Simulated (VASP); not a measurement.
# GW on CdSe: a test of the settings, part 2 of 3

Aim: test the GW correction to the gap of CdSe. The starting structure is a cell with measured lattice constants from the literature and the atomic positions of a computed structure of the Materials Project. Cell and atoms stay as given.

VASP 6.6.1.

Results so far: G0W0 (response cutoff 100 eV, 3×3×3 mesh) 1.15 eV; G0W0 (response cutoff 160 eV, 3×3×3 mesh) 1.13 eV.

### 4. G0W0 (response cutoff 240 eV, 3×3×3 mesh)

Level of this step: G0W0 on LDA; plane waves and PAW (Cd_GW, Se_GW) (VASP).

It reads the orbitals and their derivatives (WAVECAR and WAVEDER) of a run with the empty bands, which follows a ground-state run; neither is shown.

INCAR reads:

```
SYSTEM = CdSe
PREC = Accurate
ENCUT = 300
ISMEAR = 0
SIGMA = 0.01
LREAL = .FALSE.
GGA = CA
NBANDS = 468
ALGO = EVGW0
NELMGW = 1
ENCUTGW = 240
NOMEGA = 40
PRECFOCK = Fast
NBANDSGW = 20
LWAVE = .FALSE.
LCHARG = .FALSE.
```

POSCAR reads:

```
CdSe
1.0
    0.0000000000      3.0250000000      3.0250000000
    3.0250000000      0.0000000000      3.0250000000
    3.0250000000      3.0250000000      0.0000000000
Cd Se
1 1
Direct
    0.0000000000      0.0000000000      0.0000000000
    0.2500000000      0.2500000000      0.2500000000
```

KPOINTS reads:

```
Automatic mesh
0
Gamma
3 3 3
0 0 0
```

Potentials, in the order of the species: Cd_GW and Se_GW (LDA family, release 64).

On the command line:

```bash
> mpirun -np 4 vasp_std
```

What it wrote:

```text
[banner, memory and clock lines left out]
running    4 mpi-ranks, on    1 nodes
[...]
|                                                                             |
|           W    W    AA    RRRRR   N    N  II  N    N   GGGG   !!!           |
|           W    W   A  A   R    R  NN   N  II  NN   N  G    G  !!!           |
|           W    W  A    A  R    R  N N  N  II  N N  N  G       !!!           |
|           W WW W  AAAAAA  RRRRR   N  N N  II  N  N N  G  GGG   !            |
|           WW  WW  A    A  R   R   N   NN  II  N   NN  G    G                |
|           W    W  A    A  R    R  N    N  II  N    N   GGGG   !!!           |
|                                                                             |
|     The default for ENCUTGWSOFT is different in this version of VASP.       |
|     please manually set ENCUTGWSOFT =240 in the INCAR file.                 |
|                                                                             |

 LDA part: xc-table for (Slater(with rela. corr.)+CA(PZ))
[...]
min. memory requirement per mpi rank    271.7 MB, per node   1086.8 MB

 allocating  10 responsefunctions rank=   472
 shmem allocating  40 responsefunctions rank=   472
 response function shared by NCSHMEM nodes    1
 Doing           10  frequencies on each core in blocks of           40
NQ=   1    0.0000    0.0000    0.0000,
|.........|.........|.........|.........|.........|.........|.........|.........
 performed        297000 updates of chi_q(r,r)
 total number of BLAS operations        502.19 Gflops
NQ=   2    0.3333    0.0000    0.0000,
|.........|.........|.........|.........|.........|.........|.........|.........
 performed        838000 updates of chi_q(r,r)
 total number of BLAS operations       1450.67 Gflops
NQ=   3    0.3333    0.3333    0.0000,
|.........|.........|.........|.........|.........|.........|.........|.........
 performed       1398000 updates of chi_q(r,r)
 total number of BLAS operations       2448.80 Gflops
NQ=   4   -0.3333    0.3333    0.0000,
|.........|.........|.........|.........|.........|.........|.........|.........
 performed       2089000 updates of chi_q(r,r)
 total number of BLAS operations       3649.37 Gflops
 resolving degeneracies of screened two electron integrals

 calculate QP shifts <psi_nk| G(iteration)W_0 |psi_nk>: iteration 1
 entering main loop
[key lines of the parts left out:]
E-fermi :   2.3680
```

Run time: 52 s. Hardware: 4 MPI ranks of Intel Xeon Platinum 8259CL at 2.50GHz (Skylake/Cascade Lake), shared host; peak memory 1.4 GiB; 3.4 min of CPU time.

From OUTCAR (step 4):

```text
 QP shifts <psi_nk| G(iteration)W_0 |psi_nk>: iteration 1
 for sc-GW calculations column KS-energies equals QP-energies in previous step
 and V_xc(KS)=  KS-energies - (<T + V_ion + V_H > + <T+V_H+V_ion>^1  + <V_x>^1)
 k-point   1 :       0.0000    0.0000    0.0000
  band No.  KS-energies  QP-energies   sigma(KS)   V_xc(KS)     V^pw_x(r,r')   Z            occupation Imag(sigma)
    ...
      6      -5.4886      -7.5530     -18.4742     -15.5271     -23.1102       0.7005       2.0000       0.0030
      7       2.2105       1.4996     -13.8787     -12.9222     -15.5025       0.7432       2.0000      -0.2508
      8       2.2105       1.4996     -13.8787     -12.9222     -15.5025       0.7432       2.0000      -0.2508
      9       2.2105       1.4996     -13.8787     -12.9222     -15.5025       0.7432       2.0000      -0.2508
     10       2.5254       2.6694      -9.9858     -10.1727      -5.5886       0.7703       0.0000      -0.4005
     11       7.9247       8.1191      -9.4386      -9.6962      -4.6445       0.7545       0.0000      -0.3210
     12       7.9247       8.1191      -9.4386      -9.6962      -4.6445       0.7545       0.0000      -0.3210
     13       7.9247       8.1191      -9.4386      -9.6962      -4.6445       0.7545       0.0000      -0.3210
    ...

[... 1 part as in an earlier step ...]

[... 2 further parts left out ...]
[key lines of the parts left out:]
E-fermi :   2.3680
```

G0W0 (response cutoff 240 eV, 3×3×3 mesh): the quasiparticle gap on this mesh is 1.170 eV, +0.855 eV from the LDA gap on the same points, with 468 bands.

### 5. GW0 with iterated eigenvalues (response cutoff 160 eV, 3×3×3 mesh)

It reads the orbitals and their derivatives (WAVECAR and WAVEDER) of a run with the empty bands, which follows a ground-state run; neither is shown.

INCAR: that of step 4 with these lines changed.

```diff
@@ -7,6 +7,6 @@
 GGA = CA
-NBANDS = 468
+NBANDS = 256
 ALGO = EVGW0
-NELMGW = 1
-ENCUTGW = 240
+NELMGW = 4
+ENCUTGW = 160
 NOMEGA = 40
```

POSCAR is that of step 4.

KPOINTS is that of step 4.

On the command line:

```bash
> mpirun -np 4 vasp_std
```

What it wrote:

```text
[banner, memory and clock lines left out]
running    4 mpi-ranks, on    1 nodes
[...]
[... a notice as in an earlier step ...]

 LDA part: xc-table for (Slater(with rela. corr.)+CA(PZ))
 , standard interpolation
 found WAVECAR, reading the header
 POSCAR, INCAR and KPOINTS ok, starting setup
[...]
reading WAVECAR
 the WAVECAR file was read successfully
 initial charge from wavefunction
 available memory per node:    127.93 GB, setting MAXMEM to    130997

 The Fermi energy was updated, please check that it is located mid-gap
 values below the HOMO (VB) or above the LUMO (CB) will cause erroneous energies
 E-fermi :   2.3680

 calculate exact exchange contribution
 the WAVEDER file was read successfully
 [... a notice as in an earlier step ...]

energies w=
    0.000    0.000    0.319    0.000    0.637    0.000    0.950    0.000
    1.259    0.000    1.561    0.000    1.857    0.000    2.146    0.000
    2.429    0.000    2.705    0.000    2.977    0.000    3.246    0.000
[...]
calculate QP shifts <psi_nk| G(iteration)W_0 |psi_nk>: iteration 3
 allocating  10 responsefunctions rank=   260
 shmem allocating  40 responsefunctions rank=   260
 response function shared by NCSHMEM nodes    1
 Doing           10  frequencies on each core in blocks of           40
NQ=   1    0.0000    0.0000    0.0000,
|.........|.........|.........|.........|.........|.........|.........|.........
 performed        161000 updates of chi_q(r,r)
 total number of BLAS operations         86.40 Gflops
NQ=   2    0.3333    0.0000    0.0000,
|.........|.........|.........|.........|.........|.........|.........|.........
 performed        455000 updates of chi_q(r,r)
 total number of BLAS operations        240.61 Gflops
NQ=   3    0.3333    0.3333    0.0000,
|.........|.........|.........|.........|.........|.........|.........|.........
 performed        759000 updates of chi_q(r,r)
 total number of BLAS operations        387.96 Gflops
NQ=   4   -0.3333    0.3333    0.0000,
|.........|.........|.........|.........|.........|.........|.........|.........
 performed       1135000 updates of chi_q(r,r)
 total number of BLAS operations        585.11 Gflops
 resolving degeneracies of screened two electron integrals

 calculate QP shifts <psi_nk| G(iteration)W_0 |psi_nk>: iteration 4
 entering main loop
```

It took 69 s on 4 MPI ranks; peak memory 0.75 GiB; 4.5 min of CPU time.

Parts of OUTCAR (step 5):

```text
 QP shifts <psi_nk| G(iteration)W_0 |psi_nk>: iteration 2
 k-point   1 :       0.0000    0.0000    0.0000
  band No. old QP-enery  QP-energies   sigma(KS)   T+V_ion+V_H  V^pw_x(r,r')   Z            occupation Imag(sigma)
    ...
      6      -7.4159      -7.9527     -18.2199      10.0385     -23.1102       0.7013       2.0000      -0.1272
      7       1.6419       1.5181     -13.6570      15.1327     -15.5025       0.7450       2.0000      -0.1408
      8       1.6419       1.5181     -13.6570      15.1327     -15.5025       0.7450       2.0000      -0.1408
      9       1.6419       1.5181     -13.6570      15.1327     -15.5025       0.7450       2.0000      -0.1408
     10       2.7742       2.7990      -9.8919      12.6981      -5.5886       0.7734       0.0000      -0.3994
     11       8.1828       8.2209      -9.3878      17.6210      -4.6445       0.7561       0.0000      -0.3148
     12       8.1828       8.2209      -9.3878      17.6210      -4.6445       0.7561       0.0000      -0.3148
     13       8.1828       8.2209      -9.3878      17.6210      -4.6445       0.7561       0.0000      -0.3148
    ...

 QP shifts <psi_nk| G(iteration)W_0 |psi_nk>: iteration 3
 k-point   1 :       0.0000    0.0000    0.0000
  band No. old QP-enery  QP-energies   sigma(KS)   T+V_ion+V_H  V^pw_x(r,r')   Z            occupation Imag(sigma)
    ...
      6      -7.9527      -8.1018     -18.2039      10.0385     -23.1102       0.7011       2.0000      -0.1449
      7       1.5181       1.4892     -13.6534      15.1327     -15.5025       0.7452       2.0000      -0.1425
      8       1.5181       1.4892     -13.6534      15.1327     -15.5025       0.7452       2.0000      -0.1425
      9       1.5181       1.4892     -13.6534      15.1327     -15.5025       0.7452       2.0000      -0.1425
     10       2.7990       2.7994      -9.8986      12.6981      -5.5886       0.7749       0.0000      -0.3995
     11       8.2209       8.2249      -9.3948      17.6210      -4.6445       0.7554       0.0000      -0.3158
     12       8.2209       8.2249      -9.3948      17.6210      -4.6445       0.7554       0.0000      -0.3158
     13       8.2209       8.2249      -9.3948      17.6210      -4.6445       0.7554       0.0000      -0.3158
    ...

 QP shifts <psi_nk| G(iteration)W_0 |psi_nk>: iteration 4
 k-point   1 :       0.0000    0.0000    0.0000
  band No. old QP-enery  QP-energies   sigma(KS)   T+V_ion+V_H  V^pw_x(r,r')   Z            occupation Imag(sigma)
    ...
      6      -8.1018      -8.1431     -18.1992      10.0385     -23.1102       0.7011       2.0000      -0.1498
      7       1.4892       1.4819     -13.6533      15.1327     -15.5025       0.7471       2.0000      -0.1430
      8       1.4892       1.4819     -13.6533      15.1327     -15.5025       0.7471       2.0000      -0.1430
      9       1.4892       1.4819     -13.6533      15.1327     -15.5025       0.7471       2.0000      -0.1430
     10       2.7994       2.7985      -9.8999      12.6981      -5.5886       0.7750       0.0000      -0.3996
     11       8.2249       8.2247      -9.3964      17.6210      -4.6445       0.7554       0.0000      -0.3160
     12       8.2249       8.2247      -9.3964      17.6210      -4.6445       0.7554       0.0000      -0.3160
     13       8.2249       8.2247      -9.3964      17.6210      -4.6445       0.7554       0.0000      -0.3160
    ...

[... 3 parts as in an earlier step ...]

[... 1 further part left out ...]
[key lines of the parts left out:]
E-fermi :   2.3680
```

GW0 with iterated eigenvalues (response cutoff 160 eV, 3×3×3 mesh): the quasiparticle gap on this mesh is 1.317 eV, +1.002 eV from the LDA gap on the same points, with 256 bands.

### 6. G0W0 (response cutoff 100 eV, 4×4×4 mesh)

It reads the orbitals and their derivatives (WAVECAR and WAVEDER) of a run with the empty bands, which follows a ground-state run; neither is shown.

INCAR: that of step 5 with these lines changed.

```diff
@@ -7,6 +7,6 @@
 GGA = CA
-NBANDS = 256
+NBANDS = 128
 ALGO = EVGW0
-NELMGW = 4
-ENCUTGW = 160
+NELMGW = 1
+ENCUTGW = 100
 NOMEGA = 40
```

POSCAR is that of step 5.

KPOINTS reads:

```
Automatic mesh
0
Gamma
4 4 4
0 0 0
```

On the command line:

```bash
> mpirun -np 4 vasp_std
```

What it wrote:

```text
[banner, memory and clock lines left out]
running    4 mpi-ranks, on    1 nodes
[...]
[... a notice as in an earlier step ...]

 LDA part: xc-table for (Slater(with rela. corr.)+CA(PZ))
 , standard interpolation
 found WAVECAR, reading the header
 POSCAR, INCAR and KPOINTS ok, starting setup
[...]
reading WAVECAR
 the WAVECAR file was read successfully
 initial charge from wavefunction
 available memory per node:    127.52 GB, setting MAXMEM to    130584

 The Fermi energy was updated, please check that it is located mid-gap
 values below the HOMO (VB) or above the LUMO (CB) will cause erroneous energies
 E-fermi :   2.3235

 calculate exact exchange contribution
 the WAVEDER file was read successfully
 [... a notice as in an earlier step ...]

energies w=
    0.000    0.000    0.297    0.000    0.591    0.000    0.883    0.000
    1.169    0.000    1.450    0.000    1.725    0.000    1.993    0.000
    2.256    0.000    2.513    0.000    2.765    0.000    3.015    0.000
[...]
total number of BLAS operations        103.84 Gflops
NQ=   4    0.2500    0.2500    0.0000,
|.........|.........|.........|.........|.........|.........|.........|.........
 performed       1100000 updates of chi_q(r,r)
 total number of BLAS operations        149.33 Gflops
NQ=   5    0.5000    0.2500    0.0000,
|.........|.........|.........|.........|.........|.........|.........|.........
 performed       1534000 updates of chi_q(r,r)
 total number of BLAS operations        202.72 Gflops
NQ=   6   -0.2500    0.2500    0.0000,
|.........|.........|.........|.........|.........|.........|.........|.........
 performed       1927000 updates of chi_q(r,r)
 total number of BLAS operations        251.85 Gflops
NQ=   7    0.5000    0.5000    0.0000,
|.........|.........|.........|.........|.........|.........|.........|.........
 performed       2176000 updates of chi_q(r,r)
 total number of BLAS operations        278.74 Gflops
NQ=   8   -0.2500    0.5000    0.2500,
|.........|.........|.........|.........|.........|.........|.........|.........
 performed       2487000 updates of chi_q(r,r)
 total number of BLAS operations        312.23 Gflops
 resolving degeneracies of screened two electron integrals

 calculate QP shifts <psi_nk| G(iteration)W_0 |psi_nk>: iteration 1
 entering main loop
```

Run time: 34 s. Hardware: 4 MPI ranks; peak memory 0.66 GiB.

From OUTCAR (step 6):

```text
 QP shifts <psi_nk| G(iteration)W_0 |psi_nk>: iteration 1
 for sc-GW calculations column KS-energies equals QP-energies in previous step
 and V_xc(KS)=  KS-energies - (<T + V_ion + V_H > + <T+V_H+V_ion>^1  + <V_x>^1)
 k-point   1 :       0.0000    0.0000    0.0000
  band No.  KS-energies  QP-energies   sigma(KS)   V_xc(KS)     V^pw_x(r,r')   Z            occupation Imag(sigma)
    ...
      6      -5.4797      -7.2582     -18.0936     -15.5290     -23.1010       0.6935       2.0000       0.3608
      7       2.1438       1.7709     -13.4339     -12.9247     -15.2705       0.7323       2.0000       0.1697
      8       2.1438       1.7709     -13.4339     -12.9247     -15.2705       0.7323       2.0000       0.1697
      9       2.1438       1.7709     -13.4339     -12.9247     -15.2705       0.7323       2.0000       0.1697
     10       2.5032       2.9369      -9.6071     -10.1774      -5.9460       0.7607       0.0000      -0.0420
     11       7.9117       8.3374      -9.1413      -9.7070      -4.7287       0.7525       0.0000      -0.0896
     12       7.9117       8.3374      -9.1413      -9.7070      -4.7287       0.7525       0.0000      -0.0896
     13       7.9117       8.3374      -9.1413      -9.7070      -4.7287       0.7525       0.0000      -0.0896
    ...

[... 1 part as in an earlier step ...]

[... 2 further parts left out ...]
[key lines of the parts left out:]
E-fermi :   2.3235
```

G0W0 (response cutoff 100 eV, 4×4×4 mesh): the quasiparticle gap on this mesh is 1.166 eV, +0.807 eV from the LDA gap on the same points, with 128 bands.

(Continued in part 3 of 3.)

[Lines on the potential files, build, host, timing and source positions are cut from VASP's logs without a mark.]

[Logs are printed without paths, hosts, clocks, repeated set-up lines and the standing remarks that a program may print on its own settings, such as how far it seeks lower states.]

[Hosts, paths, dates, database ids (printed as entryN), source tags and the programs' standing remarks are cut or masked in the printed files.]
